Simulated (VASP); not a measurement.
An input for Quantum ESPRESSO's pw.x (written as the equivalent of a VASP run, and not itself run):

```
&CONTROL
  calculation = 'vc-relax'
  pseudo_dir = './pseudo'
  outdir = './out'
  tprnfor = .true.
  tstress = .true.
  nstep = 60
  forc_conv_thr = 0.00078
/
&SYSTEM
  ibrav = 0
  nat = 4
  ntyp = 2
  ecutwfc = 84
  occupations = 'smearing'
  smearing = 'gaussian'
  degauss = 0.003675
  input_dft = 'pbesol'
/
&ELECTRONS
  conv_thr = 7.3e-08
  electron_maxstep = 100
/
&IONS
/
&CELL
/
ATOMIC_SPECIES
  Sn 118.710 Sn.upf
  O 15.999 O.upf
CELL_PARAMETERS angstrom
     3.8053850    0.0000000    0.0000000
     0.0000000    3.8053850    0.0000000
     0.0000000   -0.0000000    4.7244464
ATOMIC_POSITIONS crystal
  Sn   0.5000000  0.0000000  0.2445847
  Sn   0.0000000  0.5000000  0.7554153
  O    0.0000000  0.0000000  0.0000000
  O    0.5000000  0.5000000  1.0000000
K_POINTS automatic
  5 5 4 0 0 0
```

Q: Write the VASP files for the same calculation (PBEsol).

A: One answer among several that fit: 
INCAR:
```
ALGO = Normal
EDIFF = 1E-6
EDIFFG = -0.02
ENCUT = 520
GGA = PS
IBRION = 2
ISIF = 3
ISMEAR = 0
LASPH = .True.
LCHARG = .False.
LMAXMIX = 4
LREAL = .False.
LWAVE = .False.
NELM = 100
NSW = 60
PREC = Accurate
SIGMA = 0.05
SYSTEM = SnO
```

KPOINTS:
```
Automatic mesh
0
Gamma
5 5 4
0 0 0
```

**POSCAR**
```
SnO
1.0
  3.8053850460   0.0000000000   0.0000000000
  0.0000000000   3.8053850460   0.0000000000
  0.0000000000   0.0000000000   4.7244464225
Sn O
2 2
Cart
  1.9026925230   0.0000000000   1.1555273856
  0.0000000000   1.9026925230   3.5689190369
  0.0000000000   0.0000000000   0.0000000000
  1.9026925230   1.9026925230   4.7244464225
```

POTCAR, in this order: Sn_d O (PBE.64 set). Program: vasp_std.

What does not carry over: the potentials are each code's own (VASP's PAW set, PseudoDojo norm-conserving files in pw.x), so ENCUT and ecutwfc are chosen apart and not converted; conv_thr bounds pw.x's estimated SCF error, while EDIFF bounds the energy change between steps; forc_conv_thr acts on force components and is met together with etot_conv_thr.

The structure comes from a measured SnO entry (P4/nmm) of the Crystallography Open Database, whose conditions weren't checked. This run relaxes it. Symmetry was kept, so distortions that lower it aren't found. The start is the result of an earlier pass.
